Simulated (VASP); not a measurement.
A convergence study with VASP on MnSi (space group no. 198 when undisturbed): a few settings are varied, all else stays as given below, so the limit is that of these other settings. One atom is moved off its site, so that forces are finite.

```yaml
crystal:
  lattice:
    - [4.54632, 0.00000, 0.00000]
    - [0.00000, 4.54632, 0.00000]
    - [0.00000, 0.00000, 4.54632]
  atoms:
    - { symbol: Mn, position: [0.86300, 0.63700, 0.36300], spin: 1.0 }
    - { symbol: Mn, position: [0.36300, 0.86300, 0.63700], spin: 1.0 }
    - { symbol: Mn, position: [0.14335, 0.14335, 0.14335], spin: 1.0 }
    - { symbol: Mn, position: [0.63700, 0.36300, 0.86300], spin: 1.0 }
    - { symbol: Si, position: [0.15500, 0.34500, 0.65500] }
    - { symbol: Si, position: [0.65500, 0.15500, 0.34500] }
    - { symbol: Si, position: [0.84500, 0.84500, 0.84500] }
    - { symbol: Si, position: [0.34500, 0.65500, 0.15500] }
```

Method: PBE GGA, VASP's PBE PAW potentials (set 64) (plane waves; VASP 6.6.1). The last row used: 300 eV cut-off, 7×7×7 Γ-centred mesh, Gaussian smearing of 0.10 eV, potentials Mn_pv Si.

The moments were started parallel, and other spin orders were not tried in this run.

```tsv
setting	E (eV/atom)	pressure (GPa)	largest force (eV/Å)	moment (μB)	irreducible k-points
NBANDS = 35	-7.6422	-6.67	0.760	1.691	60
NBANDS = 36	-7.6705	-4.79	0.804	3.981	60
NBANDS = 37	-7.6705	-4.78	0.804	3.983	60
NBANDS = 38	-7.6705	-4.79	0.804	3.983	60
NBANDS = 40	-7.6705	-4.78	0.804	3.983	60
NBANDS = 44	-7.6705	-4.76	0.804	3.983	60
NBANDS = 50	-7.6705	-4.80	0.804	3.983	60
NBANDS = 66	-7.6705	-4.77	0.804	3.983	60
```

VASP warned of too few bands at NBANDS = 35; NBANDS = 36.

Left out are rungs that failed or repeat a setting and relaxations that didn't move; long series are thinned to 24 rows.

The structure is a typed MnSi crystal (space group no. 198). The cell was not relaxed at this level, it is distorted from the ideal structure. VASP warned that the highest band is occupied, so more bands are needed.
